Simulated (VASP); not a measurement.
# How plane-wave cutoff and smearing change a VASP run on MnCuO2 (Crednerite), part 4 of 4

How sensitive are energy, pressure and forces of MnCuO2 (Crednerite) to the plane-wave cutoff and smearing? The atoms are off their equilibrium sites, so that forces can be compared too. The series runs use r2SCAN. The atoms of the start are displaced at random from the sites of a C2/m cell.

VASP 6.6.1; r2SCAN, spin-polarised from a ferromagnetic start; plane waves and PAW (Mn_pv, Cu, O).

So far. Step 16 (Smearing: ISMEAR = 1, SIGMA = 0.01): Against the first of the series the energy at zero width stays within 0.01 meV an atom; the pressure moves by +0.01 GPa, after 16 cycles in 2.3 min. The entropy term T·S comes to 0.00 meV an atom in size.

The database entry behind the starting cell differs from later determinations by our own check (a about 1 % short, old inner coordinates), so it need not match the best structure at ambient conditions.

### 17. Smearing: ISMEAR = 1, SIGMA = 0.05

INCAR

```
SYSTEM = MnCuO2
PREC = Accurate
ENCUT = 520
EDIFF = 1E-06
NELM = 100
ISMEAR = 1
SIGMA = 0.05
LREAL = .FALSE.
ALGO = Normal
METAGGA = R2SCAN
LASPH = .TRUE.
NBANDS = 29
ISPIN = 2
MAGMOM = 4 0.6 0 0
LMAXMIX = 4
LORBIT = 11
LWAVE = .FALSE.
LCHARG = .FALSE.
KPAR = 4
ISIF = 2
```

POSCAR

```
MnCuO2
1.0
    2.7650000000     -1.4420000000      0.0000000000
    2.7650000000      1.4420000000      0.0000000000
   -1.4867050749      0.0000000000      5.7075486875
Mn Cu O
1 1 2
Direct
    0.0179340000     -0.0084580000      0.0070040000
    0.4957510000      0.4963090000      0.4998740000
    0.4148090000      0.4219790000      0.1456460000
    0.5778280000      0.6058460000      0.8630480000
```

KPOINTS

```
Automatic mesh
0
Gamma
9 9 4
0 0 0
```

PAW data sets: Mn_pv, Cu and O (PBE family, release 64).

Started as:

```sh
$ mpirun -np 4 vasp_std
```

Log:

```text
[... set-up lines as in an earlier step ...]
 entering main loop
       N       E                     dE             d eps       ncg     rms          rms(c)
DAV:   1     0.365243021757E+03    0.36524E+03   -0.18612E+04 19622   0.172E+03
DAV:   2    -0.171742647980E+02   -0.38242E+03   -0.35314E+03 19486   0.431E+02
DAV:   3    -0.557318512906E+02   -0.38558E+02   -0.37156E+02 22009   0.146E+02
DAV:   4    -0.568390957074E+02   -0.11072E+01   -0.11038E+01 21277   0.259E+01
[...]
DAV:  13    -0.419162789403E+02   -0.49365E-04   -0.17573E-04 28665   0.262E-01    0.652E-02
DAV:  14    -0.419163018872E+02   -0.22947E-04   -0.71915E-05 24761   0.901E-02    0.263E-02
DAV:  15    -0.419163024715E+02   -0.58432E-06   -0.96846E-06 28163   0.586E-02
   1 F= -.41916302E+02 E0= -.41916285E+02  d E =-.533715E-04  mag=     3.9659
```

Elapsed: 2.1 min, on 4 MPI ranks of Intel Xeon 6975P-C (Granite Rapids), shared host; peak memory 1.7 GiB.

From OUTCAR (step 17):

```text
  Total        5.7875120      9.7736938      2.3218904     -0.2825377      0.4671412     -4.6769234
  in kB      203.7335118    344.0561258     81.7357937     -9.9459644     16.4444251   -164.6382814
  external PRESSURE =     209.8418104 kB  Pullay stress =       0.0000000 kB

 POSITION                                       TOTAL-FORCE (eV/Angst)
 -----------------------------------------------------------------------------------
      2.78079      1.40394      0.03998         0.249042      2.627636     -0.442655
      1.99988      0.00080      2.85306         0.089498      0.115137      0.211719
      2.09719      0.01034      0.83128        -3.187189     -1.049978      6.592395
      1.98976      0.04040      4.92589         2.848649     -1.692796     -6.361460
 -----------------------------------------------------------------------------------
    total drift:                                0.004544      0.000300      0.022957

  FREE ENERGIE OF THE ION-ELECTRON SYSTEM (eV)
  ---------------------------------------------------
  free  energy   TOTEN  =       -41.9163024715 eV

  energy  without entropy=      -41.9162491000  energy(sigma->0) =      -41.91628468

 magnetization (x)
# of ion       s       p       d       tot
------------------------------------------
    1        0.054   0.039   3.500   3.593
    2        0.021   0.012   0.013   0.046
    3        0.009   0.067   0.000   0.076
    4        0.010   0.062   0.000   0.071
--------------------------------------------------
tot          0.094   0.180   3.512   3.786

[... 2 parts as in an earlier step ...]

[... 1 further part left out ...]
[key lines of the parts left out:]
E-fermi :   6.0301
```

Against the run before the energy at zero width stays within 0.01 meV an atom; the pressure moves by -0.05 GPa, after 15 cycles in 2.1 min. The entropy term T·S comes to 0.01 meV an atom in size.

### 18. Smearing: ISMEAR = 1, SIGMA = 0.1

Changes to INCAR since step 17:

```diff
@@ -6,3 +6,3 @@
 ISMEAR = 1
-SIGMA = 0.05
+SIGMA = 0.1
 LREAL = .FALSE.
```

POSCAR is that of step 17.

KPOINTS is that of step 17.

Started as:

```sh
$ mpirun -np 4 vasp_std
```

Log:

```text
[... set-up lines as in an earlier step ...]
 entering main loop
       N       E                     dE             d eps       ncg     rms          rms(c)
DAV:   1     0.365242978869E+03    0.36524E+03   -0.18612E+04 19622   0.172E+03
DAV:   2    -0.171742152878E+02   -0.38242E+03   -0.35314E+03 19486   0.431E+02
DAV:   3    -0.557318182861E+02   -0.38558E+02   -0.37157E+02 22009   0.146E+02
DAV:   4    -0.568391322827E+02   -0.11073E+01   -0.11038E+01 21277   0.259E+01
[...]
DAV:  13    -0.419163308283E+02   -0.50487E-04   -0.16791E-04 28769   0.253E-01    0.649E-02
DAV:  14    -0.419163540732E+02   -0.23245E-04   -0.70046E-05 23885   0.829E-02    0.258E-02
DAV:  15    -0.419163534124E+02    0.66086E-06   -0.98194E-06 27850   0.587E-02
   1 F= -.41916353E+02 E0= -.41916344E+02  d E =-.295299E-04  mag=     3.9651
```

Elapsed: 2.1 min, on 4 MPI ranks; peak memory 1.8 GiB.

From OUTCAR (step 18):

```text
  Total        5.7883835      9.7739919      2.3274121     -0.2825024      0.4672626     -4.6776113
  in kB      203.7641899    344.0666208     81.9301678     -9.9447217     16.4487010   -164.6624969
  external PRESSURE =     209.9203262 kB  Pullay stress =       0.0000000 kB

 POSITION                                       TOTAL-FORCE (eV/Angst)
 -----------------------------------------------------------------------------------
      2.78079      1.40394      0.03998         0.249293      2.627351     -0.442673
      1.99988      0.00080      2.85306         0.089518      0.115172      0.211732
      2.09719      0.01034      0.83128        -3.187645     -1.049790      6.590465
      1.98976      0.04040      4.92589         2.848834     -1.692733     -6.359524
 -----------------------------------------------------------------------------------
    total drift:                                0.004536      0.000292      0.022902

  FREE ENERGIE OF THE ION-ELECTRON SYSTEM (eV)
  ---------------------------------------------------
  free  energy   TOTEN  =       -41.9163534124 eV

  energy  without entropy=      -41.9163238824  energy(sigma->0) =      -41.91634357

 magnetization (x)
# of ion       s       p       d       tot
------------------------------------------
    1        0.054   0.039   3.499   3.593
    2        0.021   0.012   0.013   0.046
    3        0.009   0.067   0.000   0.076
    4        0.010   0.061   0.000   0.071
--------------------------------------------------
tot          0.094   0.180   3.512   3.786

[... 2 parts as in an earlier step ...]

[... 1 further part left out ...]
[key lines of the parts left out:]
E-fermi :   6.0496
```

Against the run before the energy at zero width moves by -0.01 meV an atom and the pressure by +0.01 GPa, after 15 cycles in 2.1 min. The entropy term T·S comes to 0.01 meV an atom in size.

### 19. Smearing: ISMEAR = 1, SIGMA = 0.2

Changes to INCAR since step 18:

```diff
@@ -6,3 +6,3 @@
 ISMEAR = 1
-SIGMA = 0.1
+SIGMA = 0.2
 LREAL = .FALSE.
```

POSCAR is that of step 18.

KPOINTS is that of step 18.

Started as:

```sh
$ mpirun -np 4 vasp_std
```

Log:

```text
[... set-up lines as in an earlier step ...]
 entering main loop
       N       E                     dE             d eps       ncg     rms          rms(c)
DAV:   1     0.365242358026E+03    0.36524E+03   -0.18612E+04 19622   0.172E+03
DAV:   2    -0.171738682142E+02   -0.38242E+03   -0.35314E+03 19486   0.431E+02
DAV:   3    -0.557293241734E+02   -0.38555E+02   -0.37158E+02 22009   0.146E+02
DAV:   4    -0.568366124326E+02   -0.11073E+01   -0.11037E+01 21277   0.259E+01
[...]
DAV:  15    -0.419161796320E+02    0.15278E-05   -0.97663E-06 27539   0.584E-02    0.767E-03
DAV:  16    -0.419161807918E+02   -0.11598E-05   -0.20568E-06 13405   0.154E-02    0.318E-03
DAV:  17    -0.419161802239E+02    0.56787E-06   -0.58185E-07 10617   0.113E-02
   1 F= -.41916180E+02 E0= -.41916585E+02  d E =0.121564E-02  mag=     3.9671
```

Elapsed: 2.4 min, on 4 MPI ranks; peak memory 1.8 GiB; 9.4 min of CPU time.

OUTCAR, selected parts (step 19):

```text
  Total        5.8228314      9.7987242      2.3408706     -0.2829801      0.4679236     -4.6700180
  in kB      204.9768328    344.9372521     82.4039401     -9.9615408     16.4719676   -164.3951946
  external PRESSURE =     210.7726750 kB  Pullay stress =       0.0000000 kB

 POSITION                                       TOTAL-FORCE (eV/Angst)
 -----------------------------------------------------------------------------------
      2.78079      1.40394      0.03998         0.248525      2.627889     -0.442798
      1.99988      0.00080      2.85306         0.089451      0.115445      0.211626
      2.09719      0.01034      0.83128        -3.185285     -1.049951      6.591173
      1.98976      0.04040      4.92589         2.847310     -1.693384     -6.360001
 -----------------------------------------------------------------------------------
    total drift:                                0.004866      0.000223      0.022231

  FREE ENERGIE OF THE ION-ELECTRON SYSTEM (eV)
  ---------------------------------------------------
  free  energy   TOTEN  =       -41.9161802239 eV

  energy  without entropy=      -41.9173958605  energy(sigma->0) =      -41.91658544

 magnetization (x)
# of ion       s       p       d       tot
------------------------------------------
    1        0.054   0.039   3.500   3.593
    2        0.021   0.012   0.013   0.046
    3        0.009   0.067   0.000   0.076
    4        0.010   0.062   0.000   0.072
--------------------------------------------------
tot          0.094   0.180   3.513   3.788

[... 2 parts as in an earlier step ...]

[... 1 further part left out ...]
[key lines of the parts left out:]
E-fermi :   6.0949
```

Against the run before the energy at zero width moves by -0.06 meV an atom and the pressure by +0.09 GPa, after 17 cycles in 2.4 min. The entropy term T·S comes to 0.30 meV an atom in size.

### 20. Smearing: ISMEAR = 1, SIGMA = 0.5

Changes to INCAR since step 19:

```diff
@@ -6,3 +6,3 @@
 ISMEAR = 1
-SIGMA = 0.2
+SIGMA = 0.5
 LREAL = .FALSE.
```

POSCAR is that of step 19.

KPOINTS is that of step 19.

Started as:

```sh
$ mpirun -np 4 vasp_std
```

Log:

```text
[... set-up lines as in an earlier step ...]
 entering main loop
       N       E                     dE             d eps       ncg     rms          rms(c)
DAV:   1     0.365241682328E+03    0.36524E+03   -0.18612E+04 19622   0.172E+03
DAV:   2    -0.171695423510E+02   -0.38241E+03   -0.35311E+03 19486   0.431E+02
DAV:   3    -0.557045374640E+02   -0.38535E+02   -0.37151E+02 22009   0.146E+02
DAV:   4    -0.568122302388E+02   -0.11077E+01   -0.11038E+01 21277   0.259E+01
[...]
DAV:  14    -0.419043138669E+02   -0.31286E-04   -0.88231E-05 24877   0.125E-01    0.195E-02
DAV:  15    -0.419043142572E+02   -0.39030E-06   -0.12209E-05 27838   0.685E-02    0.752E-03
DAV:  16    -0.419043141519E+02    0.10523E-06   -0.17016E-06 15780   0.146E-02
   1 F= -.41904314E+02 E0= -.41915635E+02  d E =0.339612E-01  mag=     3.9547
```

It took 2.3 min on 4 MPI ranks; peak memory 1.8 GiB.

From OUTCAR (step 20):

```text
  Total        5.8461144      9.7376567      2.3739559     -0.2793530      0.4626851     -4.6690845
  in kB      205.7964466    342.7875383     83.5686149     -9.8338567     16.2875634   -164.3623331
  external PRESSURE =     210.7175333 kB  Pullay stress =       0.0000000 kB

 POSITION                                       TOTAL-FORCE (eV/Angst)
 -----------------------------------------------------------------------------------
      2.78079      1.40394      0.03998         0.250657      2.624221     -0.444989
      1.99988      0.00080      2.85306         0.089158      0.116274      0.212260
      2.09719      0.01034      0.83128        -3.183370     -1.051571      6.587533
      1.98976      0.04040      4.92589         2.843554     -1.688924     -6.354804
 -----------------------------------------------------------------------------------
    total drift:                                0.004904      0.000284      0.022513

  FREE ENERGIE OF THE ION-ELECTRON SYSTEM (eV)
  ---------------------------------------------------
  free  energy   TOTEN  =       -41.9043141519 eV

  energy  without entropy=      -41.9382753355  energy(sigma->0) =      -41.91563455

 magnetization (x)
# of ion       s       p       d       tot
------------------------------------------
    1        0.054   0.039   3.502   3.596
    2        0.019   0.012   0.007   0.039
    3        0.009   0.065   0.000   0.074
    4        0.009   0.060   0.000   0.069
--------------------------------------------------
tot          0.092   0.176   3.510   3.778

[... 2 parts as in an earlier step ...]

[... 1 further part left out ...]
[key lines of the parts left out:]
E-fermi :   6.1205
```

Against the run before the energy at zero width moves by +0.24 meV an atom and the pressure by -0.01 GPa, after 16 cycles in 2.3 min. The entropy term T·S comes to 8.49 meV an atom in size.

### 21. Smearing: ISMEAR = -5

Changes to INCAR since step 20:

```diff
@@ -5,4 +5,4 @@
 NELM = 100
-ISMEAR = 1
-SIGMA = 0.5
+ISMEAR = -5
+SIGMA = 0.05
 LREAL = .FALSE.
```

POSCAR is that of step 20.

KPOINTS is that of step 20.

Started as:

```sh
$ mpirun -np 4 vasp_std
```

Log:

```text
[... set-up lines as in an earlier step ...]
 entering main loop
       N       E                     dE             d eps       ncg     rms          rms(c)
DAV:   1     0.365234666666E+03    0.36523E+03   -0.18612E+04 19622   0.172E+03
DAV:   2    -0.171649142362E+02   -0.38240E+03   -0.35339E+03 19486   0.431E+02
DAV:   3    -0.557315811984E+02   -0.38567E+02   -0.37225E+02 22009   0.146E+02
DAV:   4    -0.568389064999E+02   -0.11073E+01   -0.11040E+01 21277   0.259E+01
[...]
DAV:  15    -0.419163119347E+02    0.28825E-04   -0.11362E-05 27641   0.647E-02    0.797E-03
DAV:  16    -0.419163095620E+02    0.23727E-05   -0.25741E-06 14947   0.185E-02    0.327E-03
DAV:  17    -0.419163103874E+02   -0.82537E-06   -0.55943E-07 10797   0.109E-02
   1 F= -.41916310E+02 E0= -.41916310E+02  d E =0.000000E+00  mag=     3.9881
 -----------------------------------------------------------------------------
|                                                                             |
|           W    W    AA    RRRRR   N    N  II  N    N   GGGG   !!!           |
|           W    W   A  A   R    R  NN   N  II  NN   N  G    G  !!!           |
|           W    W  A    A  R    R  N N  N  II  N N  N  G       !!!           |
|           W WW W  AAAAAA  RRRRR   N  N N  II  N  N N  G  GGG   !            |
|           WW  WW  A    A  R   R   N   NN  II  N   NN  G    G                |
|           W    W  A    A  R    R  N    N  II  N    N   GGGG   !!!           |
|                                                                             |
|     Tetrahedron method does not include variations of the Fermi             |
|     occupations, so forces and stress will be inaccurate. We suggest        |
|     using a different smearing scheme ISMEAR = 1 or 2 for metals in         |
|     relaxations.                                                            |
|                                                                             |
 -----------------------------------------------------------------------------
```

Run time: 2.4 min. Hardware: 4 MPI ranks; peak memory 1.7 GiB; 9.4 min of CPU time.

From OUTCAR (step 21):

```text
  Total        5.8795058      9.8908112      2.2516540     -0.2846620      0.4676901     -4.6514791
  in kB      206.9719016    348.1789249     79.2633147    -10.0207474     16.4637497   -163.7425848
  external PRESSURE =     211.4713804 kB  Pullay stress =       0.0000000 kB

 POSITION                                       TOTAL-FORCE (eV/Angst)
 -----------------------------------------------------------------------------------
      2.78079      1.40394      0.03998         0.245863      2.631429     -0.442599
      1.99988      0.00080      2.85306         0.089794      0.114715      0.211876
      2.09719      0.01034      0.83128        -3.178171     -1.051095      6.633359
      1.98976      0.04040      4.92589         2.842514     -1.695049     -6.402637
 -----------------------------------------------------------------------------------
    total drift:                                0.004880      0.000233      0.022587

  FREE ENERGIE OF THE ION-ELECTRON SYSTEM (eV)
  ---------------------------------------------------
  free  energy   TOTEN  =       -41.9163103874 eV

  energy  without entropy=      -41.9163103874  energy(sigma->0) =      -41.91631039

 magnetization (x)
# of ion       s       p       d       tot
------------------------------------------
    1        0.054   0.039   3.506   3.599
    2        0.023   0.012   0.019   0.053
    3        0.010   0.069   0.000   0.079
    4        0.010   0.064   0.000   0.074
--------------------------------------------------
tot          0.097   0.185   3.524   3.806

[... 2 parts as in an earlier step ...]

[... 1 further part left out ...]
[key lines of the parts left out:]
E-fermi :   6.1024
```

With tetrahedra the forces and stress of a metal are not exact derivatives of the energy.

Against the first of the series the energy at zero width moves by -0.01 meV an atom and the pressure by +0.12 GPa, after 17 cycles in 2.4 min.

### 22. The smearing series as a table

This step: convergence of r2SCAN results with the smearing; plane waves and PAW (VASP 6.6.1).

No new run; the numbers come from the runs before.

One cell and one 9×9×4 mesh. Free energy against width, by row:

```
Gaussian width σ (eV)  free energy less that at the narrowest width (meV/atom)
                 0.01                                                        0
                 0.05                                                    -0.07
                  0.1                                                     -0.2
                  0.2                                                    -0.72
                  0.5                                                    -6.69
```

Differences are taken from the run with ISMEAR = 0, SIGMA = 0.01. Results of the series, by row:

```
                 setting     status  energy less the reference (meV/atom)  pressure (GPa)  largest force difference (meV/Å)  moment (μB)  SCF cycles  wall time (s)
ISMEAR = 0, SIGMA = 0.01  converged                                     0           21.03                                 0        3.969          16            136
ISMEAR = 0, SIGMA = 0.05  converged                              -0.01459           20.99                             6.727        3.965          15            131
 ISMEAR = 0, SIGMA = 0.1  converged                              -0.03739           21.01                              10.1        3.964          15            138
 ISMEAR = 0, SIGMA = 0.2  converged                               0.02034           20.99                              30.2        3.956          15            130
 ISMEAR = 0, SIGMA = 0.5  converged                                 2.431           20.65                             185.2        3.893          16            136
ISMEAR = 1, SIGMA = 0.01  converged                               5.15e-4           21.04                             0.997        3.969          16            136
ISMEAR = 1, SIGMA = 0.05  converged                              -3.07e-4           20.98                             3.342        3.966          15            129
 ISMEAR = 1, SIGMA = 0.1  converged                              -0.01503           20.99                             5.278        3.965          15            129
 ISMEAR = 1, SIGMA = 0.2  converged                               -0.0755           21.08                             4.801        3.967          17            142
 ISMEAR = 1, SIGMA = 0.5  converged                                0.1622           21.07                             9.998        3.955          16            136
             ISMEAR = -5  converged                             -0.006735           21.15                             37.84        3.988          17            142
```

### 23. Results

| Quantity | Value |
| --- | --- |
| plane-wave cutoff from which the energy stays within 10 meV/atom of the reference | ENCUT = 400 |
| plane-wave cutoff from which the energy stays within 1 meV/atom of the reference | none before the reference itself |
| plane-wave cutoff from which the pressure stays within 0.2 GPa of the reference | none before the reference itself |
| spread of the pressure over the plane-wave cutoff | 109 GPa |
| spread of the energy over the plane-wave cutoff | 133 meV/atom |
| spread of the pressure over the smearing | 0.494 GPa |
| spread of the energy over the smearing | 2.51 meV/atom |

**Reading.** No run before the reference (ENCUT = 800) settles within 1 meV an atom of it; the nearest step is off by +2.5 meV an atom, -0.30 GPa, 14.2 meV/Å in forces. The pressure doesn't settle within 0.2 GPa before the reference. These cutoffs are 0.6 to 2 times the default of the data sets, about 400 eV; at the default the run is off by -7.1 meV an atom, -4.55 GPa, 16.0 meV/Å in forces, and at 1.3 times by +5.5 meV an atom, +0.02 GPa, 19.4 meV/Å in forces. Energy differences between like cells converge faster than these totals. The usual rule keeps the entropy term T·S under 1 meV an atom, which holds up to a width of 0.1 eV for Gaussian and 0.2 eV for first-order Methfessel-Paxton. That rule is made for Methfessel-Paxton; with the other schemes the zero-width estimate is the energy to use. Farthest in energy from the narrowest smearing lies ISMEAR = 0, SIGMA = 0.5 (+2.4 meV an atom, -0.38 GPa, 185.2 meV/Å in forces). On a fixed mesh a narrow width is not the exact answer for a metal: it samples the Fermi surface more noisily. Differences are taken from the run with ENCUT = 800, which is itself not the exact limit. The runs at ENCUT = 240; ENCUT = 300; ENCUT = 360; ENCUT = 400 are over 30 meV an atom or 2 GPa off and describe the material poorly.

[Lines on the potential files, build, host, timing and source positions are cut from VASP's logs without a mark.]

[Logs are printed without paths, hosts, clocks, repeated set-up lines and the standing remarks that a program may print on its own settings, such as how far it seeks lower states.]

[Hosts, paths, dates, database ids (printed as entryN), source tags and the programs' standing remarks are cut or masked in the printed files.]

[A measured line is paired with the nearest computed mode of its activity, which favours agreement.]
